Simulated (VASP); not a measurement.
Output of a VASP run:

OUTCAR:
```
 ion  position               nearest neighbor table
   1  0.250  0.250  0.250-   2 2.83   2 2.83   2 2.83   2 2.83   2 2.83   2 2.83
   2  0.750  0.750  0.750-   1 2.83   1 2.83   1 2.83   1 2.83   1 2.83   1 2.83
  LATTYP: Found a base centered monoclinic cell.
 ALAT       =     6.8223844944
 B/A-ratio  =     0.5926595963
 C/A-ratio  =     0.5812133457
 COS(beta)  =    -0.5580861360
 Subroutine PRICEL returns:
 Original cell was already a primitive cell.
 Subroutine GETGRP returns: Found  4 space group operations
The static configuration has the point symmetry C_2h.
The dynamic configuration has the point symmetry C_2h.
 Subroutine INISYM returns: Found  4 space group operations
 Subroutine IBZKPT returns following result:
 Found    366 irreducible k-points:

 Following reciprocal coordinates:
            Coordinates               Weight
  0.000000  0.000000  0.000000      1.000000
  0.090909  0.000000  0.000000      4.000000
  0.181818  0.000000  0.000000      4.000000
  0.272727  0.000000  0.000000      4.000000
  0.363636  0.000000  0.000000      4.000000
  0.454545  0.000000  0.000000      4.000000
  0.090909  0.090909  0.000000      2.000000
  0.181818  0.090909  0.000000      4.000000
  0.272727  0.090909  0.000000      4.000000
  0.363636  0.090909  0.000000      4.000000
  0.454545  0.090909  0.000000      4.000000
 -0.454545  0.090909 -0.000000      4.000000
 -0.363636  0.090909 -0.000000      4.000000
 -0.272727  0.090909 -0.000000      4.000000
 -0.181818  0.090909 -0.000000      4.000000
 -0.090909  0.090909  0.000000      2.000000
  0.181818  0.181818  0.000000      2.000000
  0.272727  0.181818  0.000000      4.000000
  0.363636  0.181818  0.000000      4.000000
  0.454545  0.181818  0.000000      4.000000
 -0.454545  0.181818 -0.000000      4.000000
 -0.363636  0.181818  0.000000      4.000000
 -0.272727  0.181818 -0.000000      4.000000
 -0.181818  0.181818  0.000000      2.000000
  0.272727  0.272727  0.000000      2.000000
  0.363636  0.272727  0.000000      4.000000
  0.454545  0.272727  0.000000      4.000000
 -0.454545  0.272727 -0.000000      4.000000
 -0.363636  0.272727  0.000000      4.000000
 -0.272727  0.272727  0.000000      2.000000
  0.363636  0.363636  0.000000      2.000000
  0.454545  0.363636  0.000000      4.000000
 -0.454545  0.363636 -0.000000      4.000000
 -0.363636  0.363636  0.000000      2.000000
  0.454545  0.454545  0.000000      2.000000
 -0.454545  0.454545  0.000000      2.000000
  0.000000  0.000000  0.090909      2.000000
  0.090909  0.000000  0.090909      4.000000
  0.181818 -0.000000  0.090909      4.000000
  0.272727  0.000000  0.090909      4.000000
   k-points           NKPTS =    366   k-points in BZ     NKDIM =    366   number of bands    NBANDS=      9
   number of dos      NEDOS =    301   number of ions     NIONS =      2
   total plane-waves  NPLWV =  27000
   dimension x,y,z NGX =    30 NGY =   30 NGZ =   30
   dimension x,y,z NGXF=    60 NGYF=   60 NGZF=   60
   ions per type =               2
   PREC   = accura    normal or accurate (medium, high low for compatibility)
   ISTART =      0    job   : 0-new  1-cont  2-samecut
   ICHARG =      2    charge: 1-file 2-atom 10-const
   ISPIN  =      1    spin polarized calculation?
   LNONCOLLINEAR =      F non collinear calculations
   LSORBIT =      F    spin-orbit coupling
   INIWAV =      1    electr: 0-lowe 1-rand  2-diag
   ENCUT  =  500.0 eV  36.75 Ry    6.06 a.u.   7.23  7.23  7.23*2*pi/ulx,y,z
   NELM   =    100;   NELMIN=  2; NELMDL= -5     # of ELM steps
   EDIFF  = 0.1E-05   stopping-criterion for ELM
   LREAL  =      F    real-space projection
   NLSPLINE    = F    spline interpolate recip. space projectors
   LMAXMIX     =    4 max onsite mixed and CHGCAR
   VOSKOWN=      0    Vosko Wilk Nusair interpolation
   EDIFFG = -.2E-01   stopping-criterion for IOM
...
```

**OSZICAR**
```
       N       E                     dE             d eps       ncg     rms          rms(c)
DAV:   1     0.411179417463E+02    0.41118E+02   -0.37760E+03  6588   0.874E+02
DAV:   2    -0.555256456867E+01   -0.46671E+02   -0.45588E+02  8742   0.134E+02
DAV:   3    -0.714255436354E+01   -0.15900E+01   -0.15499E+01  8161   0.287E+01
DAV:   4    -0.715730008624E+01   -0.14746E-01   -0.14663E-01  8670   0.292E+00
DAV:   5    -0.715739124709E+01   -0.91161E-04   -0.91154E-04  8317   0.219E-01    0.451E+00
DAV:   6    -0.714446524938E+01    0.12926E-01   -0.42467E-03  7475   0.497E-01    0.281E+00
DAV:   7    -0.713945820203E+01    0.50070E-02   -0.88286E-03  6895   0.749E-01    0.567E-02
DAV:   8    -0.713939520791E+01    0.62994E-04   -0.23298E-04  7708   0.112E-01    0.239E-02
DAV:   9    -0.713939743215E+01   -0.22242E-05   -0.27150E-05  8032   0.382E-02    0.871E-03
DAV:  10    -0.713939886346E+01   -0.14313E-05   -0.32192E-06  7470   0.138E-02    0.280E-03
DAV:  11    -0.713939917555E+01   -0.31208E-06   -0.24672E-08  3722   0.148E-03
   1 F= 0.13581697E+01 E0= 0.13581289E+01  d E =0.135817E+01
```

**OUTCAR**
```
------------------------ aborting loop because EDIFF is reached ----------------------------------------
  FORCE on cell =-STRESS in cart. coord.  units (eV):
  Direction    XX          YY          ZZ          XY          YZ          ZX
  --------------------------------------------------------------------------------------
  Total        8.4585640      8.4864315      8.4829051      0.0000000      0.0000000     -0.0082771
  in kB      298.6229625    299.6068014    299.4823061      0.0000000      0.0000000     -0.2922180
  external PRESSURE =      -0.7626433 kB  Pullay stress =     300.0000000 kB
  volume of cell :       45.38
      direct lattice vectors                 reciprocal lattice vectors
     3.409716776 -2.021675820 -0.100319756     0.143613701 -0.247319573 -0.102850674
     3.409716776  2.021675820 -0.100319756     0.143613701  0.247319573 -0.102850674
     2.308764573  0.000000000  3.223802148     0.008938074  0.000000000  0.303791624
 POSITION                                       TOTAL-FORCE (eV/Angst)
 -----------------------------------------------------------------------------------
      2.28303      0.00000      0.75612        -0.006762      0.000000     -0.002240
      6.84517      0.00000      2.26705         0.006762      0.000000      0.002240
 -----------------------------------------------------------------------------------
    total drift:                               -0.000000      0.000000      0.000000
  FREE ENERGIE OF THE ION-ELECTRON SYSTEM (eV)
  ---------------------------------------------------
  free  energy   TOTEN  =        -7.1393991755 eV

  energy  without entropy=       -7.1395216606  energy(sigma->0) =       -7.13944000
  enthalpy is  TOTEN    =         1.3581697390 eV   P V=        8.4975689146

 reached required accuracy - stopping structural energy minimisation
```
(Selected blocks of OUTCAR.)

### POSCAR
```
Sb
1
    3.4097167762    -2.0216758203    -0.1003197564
    3.4097167762     2.0216758203    -0.1003197564
    2.3087645734    -0.0000000000     3.2238021482
Sb
2
Direct
  0.2501076719   0.2501076719   0.2501076751
  0.7498923281   0.7498923281   0.7498923249
```

Q: Reconstruct the remaining input files.

A: One answer among several that fit: the input of the run itself, PBE GGA, plane waves, VASP's PBE PAW potentials (set 64).

INCAR:
```
ALGO = Normal
EDIFF = 1E-6
EDIFFG = -0.02
ENCUT = 500
GGA = PE
IBRION = 2
ISIF = 3
ISMEAR = 1
LASPH = T
LCHARG = F
LMAXMIX = 4
LREAL = F
LWAVE = F
NELM = 100
NSW = 40
PREC = Accurate
PSTRESS = 300
SIGMA = 0.1
SYSTEM = Sb
```

### KPOINTS
```
K-points
0
gamma
 11 11 11
```

POTCAR, in this order: Sb (PBE.64 set). Program: vasp_std.

The compound is Sb in the a7 structure. It was relaxed first under an external pressure of 30 GPa.
